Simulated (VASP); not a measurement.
Calculation: PBEsol GGA, VASP's PBE PAW potentials (set 64) (plane waves; VASP).

Input for VASP

File KPOINTS:
```
K-points
0
Gamma
  10 10 10
```

### INCAR
```
SYSTEM = GaN
PREC = Accurate; ENCUT = 620; LREAL = .FALSE.
LASPH = .TRUE.
EDIFF = 1E-6; NELM = 100; ALGO = Normal
LMAXMIX = 4
ISMEAR = 0; SIGMA = 0.05
GGA = PS
IBRION = 2; NSW = 40; ISIF = 3
EDIFFG = -0.02; PSTRESS = 50
LWAVE = .FALSE.; LCHARG = .FALSE.
```

### POSCAR
```
GaN
1.0
  0.0000000000   2.2476657332   2.2476657332
  2.2476657332   0.0000000000   2.2476657332
  2.2476657332   2.2476657332   0.0000000000
Ga N
1 1
Cart
  0.0000000000   0.0000000000   0.0000000000
  1.1238328666   1.1238328666   1.1238328666
```

POTCAR, in this order: Ga_d N (PBE.64 set). Program: vasp_std.

The run wrote:

### OSZICAR
```
       N       E                     dE             d eps       ncg     rms          rms(c)
DAV:   1     0.951567919772E+02    0.95157E+02   -0.10730E+04  1323   0.274E+03
DAV:   2    -0.684713063896E+01   -0.10200E+03   -0.95740E+02  1397   0.395E+02
DAV:   3    -0.148086637806E+02   -0.79615E+01   -0.79086E+01  1402   0.979E+01
DAV:   4    -0.149434025190E+02   -0.13474E+00   -0.13465E+00  1439   0.139E+01
DAV:   5    -0.149454112679E+02   -0.20087E-02   -0.20087E-02  1355   0.152E+00    0.721E+00
DAV:   6    -0.131544432514E+02    0.17910E+01   -0.51679E+00  1888   0.492E+01    0.263E+00
DAV:   7    -0.131459502533E+02    0.84930E-02   -0.31929E-01  1227   0.731E+00    0.169E+00
DAV:   8    -0.131290820158E+02    0.16868E-01   -0.63301E-02  1462   0.372E+00    0.683E-01
DAV:   9    -0.131250347505E+02    0.40473E-02   -0.18297E-02  1883   0.335E+00    0.162E-01
DAV:  10    -0.131251331777E+02   -0.98427E-04   -0.14805E-03  1456   0.652E-01    0.641E-02
DAV:  11    -0.131251086694E+02    0.24508E-04   -0.15703E-04  1818   0.239E-01    0.105E-02
DAV:  12    -0.131251105336E+02   -0.18641E-05   -0.12256E-05  1390   0.526E-02    0.339E-03
DAV:  13    -0.131251104245E+02    0.10904E-06   -0.47022E-07   681   0.805E-03
   1 F= -.12416374E+02 E0= -.12416374E+02  d E =-.124164E+02
       N       E                     dE             d eps       ncg     rms          rms(c)
DAV:   1    -0.135123377375E+02   -0.38723E+00   -0.53458E+00  1437   0.650E+01    0.403E+00
DAV:   2    -0.131746231684E+02    0.33771E+00   -0.59202E-01  1477   0.279E+01    0.175E+00
DAV:   3    -0.130975707525E+02    0.77052E-01   -0.77690E-02  1517   0.105E+01    0.471E-01
DAV:   4    -0.130869131386E+02    0.10658E-01   -0.13380E-02  1559   0.206E+00    0.623E-02
DAV:   5    -0.130869016456E+02    0.11493E-04   -0.10370E-03  1694   0.520E-01    0.253E-02
DAV:   6    -0.130868978222E+02    0.38234E-05   -0.38823E-05  1395   0.710E-02    0.130E-02
DAV:   7    -0.130868974458E+02    0.37641E-06   -0.65887E-06  1377   0.529E-02
   2 F= -.12414554E+02 E0= -.12414554E+02  d E =0.182055E-02
       N       E                     dE             d eps       ncg     rms          rms(c)
DAV:   1    -0.132307832408E+02   -0.14389E+00   -0.15516E+00  1412   0.373E+01    0.204E+00
DAV:   2    -0.131423193659E+02    0.88464E-01   -0.14194E-01  1472   0.132E+01    0.932E-01
DAV:   3    -0.131195071723E+02    0.22812E-01   -0.27850E-02  1447   0.673E+00    0.210E-01
DAV:   4    -0.131168687769E+02    0.26384E-02   -0.41449E-03  1560   0.997E-01    0.287E-02
DAV:   5    -0.131168621152E+02    0.66617E-05   -0.74129E-05  1565   0.131E-01    0.191E-02
DAV:   6    -0.131168610633E+02    0.10519E-05   -0.36878E-06  1346   0.376E-02    0.146E-02
DAV:   7    -0.131168606120E+02    0.45129E-06   -0.91767E-07   776   0.213E-02
   3 F= -.12425586E+02 E0= -.12425586E+02  d E =-.921147E-02
```

OUTCAR:
```
------------------------ aborting loop because EDIFF is reached ----------------------------------------
  FORCE on cell =-STRESS in cart. coord.  units (eV):
  Direction    XX          YY          ZZ          XY          YZ          ZX
  --------------------------------------------------------------------------------------
  Total        0.6650154      0.6650154      0.6650154      0.0000000      0.0000000      0.0000000
  in kB       48.1006506     48.1006506     48.1006506      0.0000000      0.0000000      0.0000000
  external PRESSURE =      -1.8993494 kB  Pullay stress =      50.0000000 kB
  volume of cell :       22.15
      direct lattice vectors                 reciprocal lattice vectors
     0.000000000  2.229053294  2.229053294    -0.224310474  0.224310474  0.224310474
     2.229053294  0.000000000  2.229053294     0.224310474 -0.224310474  0.224310474
     2.229053294  2.229053294  0.000000000     0.224310474  0.224310474 -0.224310474
  FREE ENERGIE OF THE ION-ELECTRON SYSTEM (eV)
  ---------------------------------------------------
  free  energy   TOTEN  =       -13.1168606120 eV

  energy  without entropy=      -13.1168606120  energy(sigma->0) =      -13.11686061
  enthalpy is  TOTEN    =       -12.4255857345 eV   P V=        0.6912748775

 reached required accuracy - stopping structural energy minimisation
```
(Selected blocks of OUTCAR.)

CONTCAR:
```
GaN
   1.00000000000000
     0.0000000000000000    2.2290532941768095    2.2290532941768095
     2.2290532941768095    0.0000000000000000    2.2290532941768095
     2.2290532941768095    2.2290532941768095    0.0000000000000000
  Ga              N
     1     1
Direct
     0.0000000000000000    0.0000000000000000    0.0000000000000000
     0.2500000000000000    0.2500000000000000    0.2500000000000000
```

Energy and stress use the plane-wave basis of the starting cell.

The compound is GaN in the zinc blende structure, a metastable form; wurtzite is the usual one. This run relaxes it under an external pressure of 5 GPa. Symmetry was kept, so distortions that lower it aren't found.
